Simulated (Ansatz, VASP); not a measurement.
GeCN2 in VASP and in Ansatz

```
Ge N C
1.0
     1.82897    1.05596    5.01849
    -1.82897    1.05596    5.01849
     0.00000   -2.11191    5.01849
Ge N C
1 2 1
Direct
  0.00000 0.00000 0.00000
  0.58390 0.58390 0.58390
  0.41610 0.41610 0.41610
  0.50000 0.50000 0.50000
```

Change from the starting cell: volume scaled by 1.06.

Alike in both runs: task single point; functional PBEsol; k mesh 9 × 9 × 9; occupations fermi-dirac, width 0.05 eV; no spin polarisation.

```csv
,VASP,Ansatz
version,VASP 6.6.1,Ansatz 0.2.0
potentials or method,"VASP PAW PBE potentials, release 64 (Ge_d, N, C)",Ansatz PAW
plane-wave cutoff (eV),520,420
valence electrons in the cell,28,28
```

|  | VASP | Ansatz | Ansatz less VASP |
| --- | --- | --- | --- |
| gap on the k mesh at the Fermi level (eV) | 1.13 | 1.13 | +0.001 |
| least direct gap on the mesh (eV) | 2.01 | 2.02 | +0.012 |
| pressure (GPa) | -9.7 | -9.8 | -0.11 |
| largest component of the traceless stress (GPa) | 7.84 | 8.39 | +0.541 |
| rms of the force components (eV/Å) | 0.563 | 0.605 | +0.0414 |

Atom by atom the forces differ by 0.041 eV/Å (rms over components).

Caveats: the PAW data sets were made with another functional, which shifts forces and pressure a little (VASP); an odd mesh through Γ misses points on the zone boundary, where band edges often lie (VASP); odd divisions of the mesh miss points on the zone boundary, where band edges often lie, so the gap on the mesh can be too wide (Ansatz); the pressure holds a Pulay correction of +0.4 GPa for the finite cutoff (Ansatz); the PAW data sets come from PBE, with cores solved anew for the run's functional, which leaves a small shift of forces and pressure (Ansatz); forces of over 1 eV/Å show positions far from the minimum, so gaps and moduli don't describe the material at rest (Ansatz).
